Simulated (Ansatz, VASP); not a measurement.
# Mg3ScAlCo: VASP beside Ansatz

Wanted: the spread between two codes on one cell, functional and k mesh. The cell is invented: As first built, before any earlier steps moved the atoms (in the runner's words): it takes the YAlCo4 structure with some of its atoms replaced by other elements, volume scaled by an estimate. It may not be a known or stable phase. The cell is taken from a series of VASP runs on this material, whose earlier steps may have relaxed, scaled or displaced it; both programs get it as it stands.

Calculated with Ansatz 0.2.0; plane waves, with VASP 6.6.1 beside it; single point at PBE.

### Step 1. The structure

The structure is hexagonal, space group P-6m2 (No. 187). Conventional cell: a = 5.412 Å, b = 5.412 Å, c = 4.529 Å, α = 90.00°, β = 90.00°, γ = 120.00°. Co has 6 Mg at 2.73 Å and 3 Sc at 3.12 Å and 3 Al at 3.12 Å nearest. Nearest to Sc lie 3 Co at 3.12 Å and 3 Al at 3.12 Å. Nearest to Al lie 6 Mg at 2.77 Å and 3 Co at 3.12 Å and 3 Sc at 3.12 Å. Nearest to Mg lie 4 Mg at 2.64 to 2.77 Å and 2 Co at 2.73 Å and 2 Al at 2.77 Å. As first built, before any earlier steps moved the atoms (in the runner's words): sites of the YAlCo4 structure (space group 187) filled with other elements, volume scaled by an estimate. Farther neighbours are not listed.

### Step 2. Ansatz: single point, PBE

Ansatz runs on its default PAW (the set named soft_2) files.

With cell and atoms fixed, the geometry can't cause a difference; cores, projectors, grids and the points listed under the comparison can.

input.yaml reads:

```yaml
crystal:
  lattice:
    - [5.4119124085, 0.0, 0.0]
    - [-2.7059562042, 4.6868535305, 0.0]
    - [0.0, 0.0, 4.5293290425]
  atoms:
    - { symbol: Co, position: [0.33333333, 0.66666667, 0.0], spin: 2.0 }
    - { symbol: Sc, position: [0.66666667, 0.33333333, 0.0] }
    - { symbol: Al, position: [0.0, 0.0, 0.0] }
    - { symbol: Mg, position: [0.6582031009, 0.8291015455, 0.5] }
    - { symbol: Mg, position: [0.1708984545, 0.8291015455, 0.5] }
    - { symbol: Mg, position: [0.1708984545, 0.3417968991, 0.5] }
hamiltonian:
  xc: pbe
  pseudopotentials: { kind: paw }
magnetization:
  spin_polarized: true
kpoints:
  mp_grid: { grid: [6, 6, 6] }
scf:
  occupations: { method: fermi_dirac, width: 0.05 }
  n_extra_bands: 5
output:
  forces: true
  stress: true
  eigenvalues: true
```

Run with:

```console
ansatz run input.yaml --threads 4 --pin off --max-ram 9216MiB --backend cpu --events-out ev --progress --plain --runs-dir out
```

Numbers of over 12 decimals in the logs are rounded to 6 here.

Log:

```text
Warning: the band count 36 (scf.n_extra_bands) hosts the net moment |M| = 2.0000 μB (N_el = 61) but caps the reachable moment at 2·n_bands − N_el = 11.0000 μB, below the 38 bands that the automatic rule leaves for it — a moment growing past the seed, or the majority channel's smearing tail, pins there with fewer empty majority states than that count leaves; raise or omit scf.n_extra_bands unless the cap is intended
scf.n_extra_bands = 5 over 31 filled bands (N_el = 61.0): the run solves 36 bands
Engine: ansatz 0.2.0, aarch64-unknown-linux-gnu
Pseudopotentials: kind: paw
Pseudopotential: Co, paw, valence charge 17, recommended cutoff 420 eV (normal), Co.paw.azcp
Pseudopotential: Sc, paw, valence charge 11, recommended cutoff 420 eV (normal), Sc.paw.azcp
Pseudopotential: Al, paw, valence charge 3, recommended cutoff 420 eV (normal), Al.paw.azcp
Pseudopotential: Mg, paw, valence charge 10, recommended cutoff 420 eV (normal), Mg.paw.azcp
Functional definition: PBE
  parameter kappa = 0.804
  parameter beta = 0.066725
  exchange = pbe_x(kappa = kappa, mu = beta*pi^2/3)
  correlation = pbe_c(beta = beta)
Crystal: 6 atoms, lattice volume = 114.886 Å³
Basis set: ecut = 420 eV, 2241 PW (Γ), exchange–correlation on 80×80×64 points (8 copies of the dense FFT grid, shifted against one another)
Bands: 36, of which v1, the nominal top of the filled ones, is band 31 counted from 1 (30 counted from 0)
Symmetry: 12 space group operations
Space group: P-6m2 (ITA 187), of the structure as read, at distance tolerance 4.9e-5 Å
Magnetic group: BNS 187.209 (UNI 1439), of the structure as read, at distance tolerance 4.9e-5 Å
k-points: 28 of 216 (time reversal used)
Non-local potential: Co, projectors of the file, l = 0: 3, l = 1: 2, l = 2: 3, l = 3: 1
Non-local potential: Sc, projectors of the file, l = 0: 3, l = 1: 2, l = 2: 3, l = 3: 1
Non-local potential: Al, projectors of the file, l = 0: 2, l = 1: 2, l = 2: 1
Non-local potential: Mg, projectors of the file, l = 0: 3, l = 1: 2, l = 2: 1
PAW form: soft (Blöchl's): semilocal exchange-correlation on the pseudo side does not see the compensation charge
PAW one-centre angular grid: Co, 590 points (default); XC on 64 Gauss nodes
PAW one-centre angular grid: Sc, 590 points (default); XC on 64 Gauss nodes
PAW one-centre angular grid: Al, 110 points (default); XC on 64 Gauss nodes
PAW one-centre angular grid: Mg, 110 points (default); XC on 64 Gauss nodes
Initial density: superposition of atomic densities (chi_scale 0.1, normalization cell, long waves kept (reshape's long-wave potential 0.00 eV rms))
Starting moments: Σ|m| = 2 μB on 1 of 6 sites
Initial wavefunctions: pseudopotential atomic-orbital guess
Functional: x = pbe(κ = 0.804, μ = 0.219515), c = pbe(β = 0.066725)
SCF iter   1: F=—  HF=-13570.486086 eV  |F-HF|=—  |Δ(HF+E_count)|=         —  Δρ=4.46e-2 (↑4.46e-2 ↓2.08e-2)  dr2=3.65e0  dr2_m=2.08e-1  M=1.336 μB ∫|m|=1.990 μB  β_m=0.30  ethr=3.10e-3  ⟨swp⟩=6.2  Hψ=7432  notcnv=0
Mixer restart at iter 1: flushing history
preconditioner: auto → Kerker (q_TF=auto, 2.455 Å⁻¹)  [metal: Δε(μ)=0.019 eV  Ē_g=3.716 eV  σ=0.050 eV  W_gap=0.09  n_scr=26 (ndim 8)  ℏωp=15.9 eV  f_vac=0.000  D(μ)=4.47/eV (n_scr^D=26)]
spin=Collinear: Kerker preconditioning applied to the charge; magnetization (m = ρ↑ − ρ↓) channel mixes plain (no charge-response kernel on spin).
SCF iter   2: F=—  HF=-13569.205168 eV  |F-HF|=—  |Δ(HF+E_count)|=    1.28e0  Δρ=2.14e-2 (↑1.16e-2 ↓2.14e-2)  dr2=5.72e-1  dr2_m=1.98e-1  M=1.218 μB ∫|m|=1.859 μB  β_m=0.31  ethr=3.10e-3  ⟨swp⟩=2.0  Hψ=3224  notcnv=0
SCF iter   3: F=—  HF=-13569.558679 eV  |F-HF|=—  |Δ(HF+E_count)|=   3.54e-1  Δρ=2.15e-2 (↑1.26e-2 ↓2.15e-2)  dr2=4.45e-1  dr2_m=2.59e-1  M=1.091 μB ∫|m|=1.736 μB  β_m=0.25  ethr=9.38e-4  ⟨swp⟩=2.0  Hψ=3091  notcnv=0
SCF iter   4: F=—  HF=-13569.818631 eV  |F-HF|=—  |Δ(HF+E_count)|=   2.60e-1  Δρ=2.04e-2 (↑1.14e-2 ↓2.04e-2)  dr2=3.88e-1  dr2_m=2.36e-1  M=1.001 μB ∫|m|=1.622 μB  β_m=0.16  ethr=7.29e-4  ⟨swp⟩=2.1  Hψ=2472  notcnv=0  defer=1
SCF iter   5: F=—  HF=-13570.066706 eV  |F-HF|=—  |Δ(HF+E_count)|=   2.48e-1  Δρ=1.32e-2 (↑1.32e-2 ↓8.87e-3)  dr2=2.02e-1  dr2_m=1.00e-1  M=0.983 μB ∫|m|=1.551 μB  β_m=0.75  ethr=6.36e-4  ⟨swp⟩=2.1  Hψ=2902  notcnv=0
SCF iter   6: F=—  HF=-13570.217631 eV  |F-HF|=—  |Δ(HF+E_count)|=   1.51e-1  Δρ=9.57e-3 (↑9.57e-3 ↓3.37e-3)  dr2=1.25e-1  dr2_m=1.25e-2  M=0.561 μB ∫|m|=0.989 μB  β_m=0.87  ethr=3.31e-4  ⟨swp⟩=3.2  Hψ=4611  notcnv=0
SCF iter   7: F=—  HF=-13570.230164 eV  |F-HF|=—  |Δ(HF+E_count)|=   1.25e-2  Δρ=6.14e-3 (↑6.14e-3 ↓5.13e-3)  dr2=1.30e-1  dr2_m=5.40e-4  M=0.504 μB ∫|m|=0.874 μB  β_m=0.94  ethr=2.04e-4  ⟨swp⟩=1.6  Hψ=2388  notcnv=0
SCF iter   8: F=—  HF=-13570.249225 eV  |F-HF|=—  |Δ(HF+E_count)|=   1.91e-2  Δρ=1.20e-3 (↑1.20e-3 ↓5.41e-4)  dr2=1.25e-3  dr2_m=5.86e-4  M=0.532 μB ∫|m|=0.890 μB  β_m=0.91  ethr=2.04e-4  ⟨swp⟩=2.0  Hψ=2766  notcnv=0
SCF iter   9: F=—  HF=-13570.249285 eV  |F-HF|=—  |Δ(HF+E_count)|=   6.03e-5  Δρ=1.30e-3 (↑1.30e-3 ↓4.82e-4)  dr2=9.09e-4  dr2_m=7.74e-4  M=0.523 μB ∫|m|=0.869 μB  β_m=0.95  ethr=2.05e-6  ⟨swp⟩=2.0  Hψ=3343  notcnv=0
SCF iter  10: F=—  HF=-13570.249468 eV  |F-HF|=—  |Δ(HF+E_count)|=   1.83e-4  Δρ=9.99e-4 (↑9.99e-4 ↓5.68e-4)  dr2=1.72e-4  dr2_m=6.28e-4  M=0.509 μB ∫|m|=0.837 μB  β_m=0.98  ethr=1.49e-6  ⟨swp⟩=2.0  Hψ=2474  notcnv=0
SCF iter  11: F=—  HF=-13570.249542 eV  |F-HF|=—  |Δ(HF+E_count)|=   7.43e-5  Δρ=6.32e-4 (↑6.32e-4 ↓1.21e-4)  dr2=2.80e-4  dr2_m=1.39e-4  M=0.470 μB ∫|m|=0.765 μB  β_m=0.95  ethr=2.82e-7  ⟨swp⟩=2.1  Hψ=3584  notcnv=0
SCF iter  12: F=—  HF=-13570.249536 eV  |F-HF|=—  |Δ(HF+E_count)|=   6.22e-6  Δρ=1.74e-4 (↑1.74e-4 ↓1.07e-4)  dr2=1.08e-5  dr2_m=1.95e-5  M=0.428 μB ∫|m|=0.687 μB  β_m=0.98  ethr=2.82e-7  ⟨swp⟩=2.2  Hψ=3333  notcnv=0
SCF iter  13: F=—  HF=-13570.249551 eV  |F-HF|=—  |Δ(HF+E_count)|=   1.51e-5  Δρ=8.43e-5 (↑8.43e-5 ↓4.30e-5)  dr2=2.38e-6  dr2_m=4.17e-6  M=0.440 μB ∫|m|=0.709 μB  β_m=0.93  ethr=1.78e-8  ⟨swp⟩=2.2  Hψ=3670  notcnv=0
SCF iter  14: F=—  HF=-13570.249552 eV  |F-HF|=—  |Δ(HF+E_count)|=   1.50e-6  Δρ=2.25e-5 (↑2.25e-5 ↓1.65e-5)  dr2=1.49e-7  dr2_m=3.89e-7  M=0.446 μB ∫|m|=0.720 μB  β_m=0.97  ethr=3.91e-9  ⟨swp⟩=2.4  Hψ=3769  notcnv=0
SCF iter  15: F=—  HF=-13570.249552 eV  |F-HF|=—  |Δ(HF+E_count)|=   1.30e-8  Δρ=1.52e-5 (↑1.52e-5 ↓9.47e-6)  dr2=3.78e-8  dr2_m=1.58e-7  M=0.448 μB ∫|m|=0.725 μB  β_m=0.98  ethr=2.44e-10  ⟨swp⟩=3.0  Hψ=4245  notcnv=0
SCF iter  16: F=—  HF=-13570.249552 eV  |F-HF|=—  |Δ(HF+E_count)|=   2.47e-8  Δρ=6.58e-6 (↑6.58e-6 ↓4.93e-6)  dr2=3.81e-9  dr2_m=3.45e-8  M=0.448 μB ∫|m|=0.724 μB  β_m=0.99  ethr=6.20e-11  ⟨swp⟩=2.2  Hψ=3702  notcnv=0
SCF iter  17: F=—  HF=-13570.249552 eV  |F-HF|=—  |Δ(HF+E_count)|=   6.36e-9  Δρ=2.48e-6 (↑2.48e-6 ↓2.88e-7)  dr2=5.50e-9  dr2_m=1.48e-9  M=0.447 μB ∫|m|=0.723 μB  β_m=0.71  ethr=6.24e-12  ⟨swp⟩=3.0  Hψ=4181  notcnv=0
SCF iter  18: F=-13570.249552 eV  HF=-13570.249552 eV  |F-HF|=7.62e-10  |Δ(HF+E_count)|=  1.55e-10  Δρ=7.66e-7 (↑1.40e-7 ↓7.66e-7)  dr2=8.40e-10  dr2_m=1.11e-10  M=0.447 μB ∫|m|=0.723 μB  ethr=6.24e-12  ⟨swp⟩=1.5  Hψ=5807  notcnv=0
SCF 1 converged in 18 iterations: F = -13570.249552 eV  dr2 = 8.40e-10
  greatest PAW one-centre occupation: 1.001 electrons in one spin orbital (limit 2), on the Co atom at site 0 (counted from 0), in its partial waves of l = 1
the search or the solves at the SCF's close seem to have found levels that the self-consistency loop had missed (the run counts 1). By its estimate they hold under 1e-12 electrons; where the run keeps them, the occupations were computed again with them
SCF converged after 18 iterations
Magnetization: 0.4472 μB (30.7236 up, 30.2764 down)
Absolute magnetization: 0.7227 μB (∫|ρ↑−ρ↓|, with the PAW one-centre terms)
Spin contamination: 0.0478 ħ² per cell (⟨S²⟩ above its minimum at these occupations)
Per-site moments (μB) at R_I (Å): [(0.505326, 1.125684), (-0.041520, 1.288885), (-0.00153452, 1.144266), (-0.000277935, 1.087866), (-0.000277935, 1.087866), (-0.000277935, 1.087866)]
Free energy (F): -13570.249552 eV
Harris-Foulkes:  -13570.249552 eV  (|F-HF|=7.62e-10)
Internal energy: -13570.210939 eV  (E = F + TS)
E sigma→0 (E₀):  -13570.230246 eV
Entropy (-TS):   -0.038613 eV (-6.436 meV/atom)
Fermi energy:    8.139678 eV
--- Per-component energies (eV) ---
  E_band       = -1566.146513
  E_kinetic    = 960.985668
  E_local      = -10086.122884  (includes V_loc(G=0)·N_el)
  E_nonlocal   = 838.262390
  E_hartree    = 3942.941885
  E_xc         = -387.836174
  E_vxc        = -472.523140  (∫ρ·V_xc dr)
  E_paw        = -3815.691305  (= ΣΔE_a)
  E_vpaw       = -692.630212  (= ΣTr[D̂ρ^β])
  E_aug_tail   = 0.000081  (compensation charges beyond the density's cutoff)
  E_ewald      = -5022.750600
  E_smearing   = -0.038613  (= −TS)
  E_closure    = -0.000000  (closes the sum)
  Σ components = -13570.249552   (vs F -13570.249552, Δ=0.00e0)
--- Forces (eV/Å), atoms counted from 1 ---
  atom   1  Co    -0.00000000    -0.00000000     0.00000000
  atom   2  Sc    -0.00000000     0.00000000     0.00000000
  atom   3  Al    -0.00000000    -0.00000000     0.00000000
  atom   4  Mg    -0.00072915    -0.00042098     0.00000000
  atom   5  Mg     0.00072915    -0.00042098     0.00000000
  atom   6  Mg     0.00000000     0.00084195     0.00000000
  max |Σ_I F_I| component: 1.17e-16 eV/Å
--- Stress (GPa, compression-positive) ---
       -0.029876       0.000000       0.000000
       -0.000000      -0.029876       0.000000
        0.000000       0.000000       0.189045
  P = ⅓ Tr σ = 0.0431 GPa (0.431 kbar)
--- Band table (eV; the first three rows and the last of 56) ---
  k-point 0 ↑: bands = [... 27 lower, 7.0117, 7.1767, 7.1767, 7.5472, 8.5803, 8.5803, 9.3768, 9.3768, ... 1 higher]
  k-point 1 ↑: bands = [... 27 lower, 7.3349, 7.3349, 7.4463, 8.2672, 8.4386, 8.4386, 9.5865, 9.5865, ... 1 higher]
  k-point 2 ↑: bands = [... 27 lower, 7.4546, 7.5361, 7.5361, 8.1742, 8.1742, 8.9120, 9.1284, 10.0367, ... 1 higher]
  k-point 27 ↓: bands = [... 27 lower, 7.4080, 7.4184, 7.4804, 8.0756, 8.6706, 9.1354, 9.3863, 9.7195, ... 1 higher]
```

Wall time 10 s (4 threads of Arm Neoverse V2, shared host); peak memory 0.53 GiB.

In the SCF lines HF is the Harris–Foulkes energy and dr2 the Hartree energy of the density residual, in eV; the loop may stop once dr2 is under the threshold and the program's other checks hold. Hψ counts applications of the Hamiltonian.

The run ends at a pressure of 0.04 GPa, with forces up to 8.4e-4 eV/Å.

(Continued in part 2 of 2.)

[Lines on the potential files, build, host, timing and source positions are cut from VASP's logs without a mark.]

[Logs are printed without paths, hosts, clocks, repeated set-up lines and the standing remarks that a program may print on its own settings, such as how far it seeks lower states.]

[Hosts, paths, dates, database ids (printed as entryN), source tags and the programs' standing remarks are cut or masked in the printed files.]
